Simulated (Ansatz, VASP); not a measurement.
# TaBr3F3 in VASP and in Ansatz

```xyz
7
Lattice="5.3908 0.0000 0.0000 0.0000 5.3908 0.0000 0.0000 0.0000 5.3908" Properties=species:S:1:pos:R:3 pbc="T T T"
Ta    2.6954    2.6954    2.6954
Br    2.6954    0.0000    0.0000
Br    0.0000    2.6954    0.0000
Br    0.0000    0.0000    2.6954
F     2.6954    2.6954    0.0000
F     0.0000    2.6954    2.6954
F     2.6954    0.0000    2.6954
```

Change from the starting cell: species swapped into the Ce3GaBr3 type (Pm-3m, No. 221).

Alike in both runs: task relaxation of cell and atoms; functional PBE; k mesh 4 × 4 × 4; occupations gaussian, width 0.1 eV; no spin polarisation.

|  | VASP | Ansatz |
| --- | --- | --- |
| version | VASP 6.6.1 | Ansatz 0.2.0 |
| potentials or method | VASP PAW PBE potentials, release 64 (Ta_pv, Br, F) | scalar-relativistic, plane waves, PAW |
| plane-wave cutoff (eV) | 600 | 420 |
| valence electrons in the cell | 53 | 55 |

|  | VASP | Ansatz | Ansatz less VASP |
| --- | --- | --- | --- |
| gap on the k mesh at the Fermi level, each at its own relaxed structure (eV) | none | none | - |
| relaxed volume (Å³/atom) | 18.17 | 18.27 | +0.103 |
| relaxed cell length with the largest relative difference (Å) | 5.029 | 5.038 | +0.0095 |
| energy change over the relaxation (meV/atom) | -137 | -132 | +4.4 |

A gap of «none» marks a metal or a gap that the smearing closes. The two sets of potentials don't hold the same shells in valence.

Caveats: the volume moved by over 15 % at a fixed basis, so the end points are rough; an odd number of electrons without spin polarisation forces a metal; a magnetic or distorted state may lie lower. Spin-orbit coupling is left out, which matters for the levels of Ta.
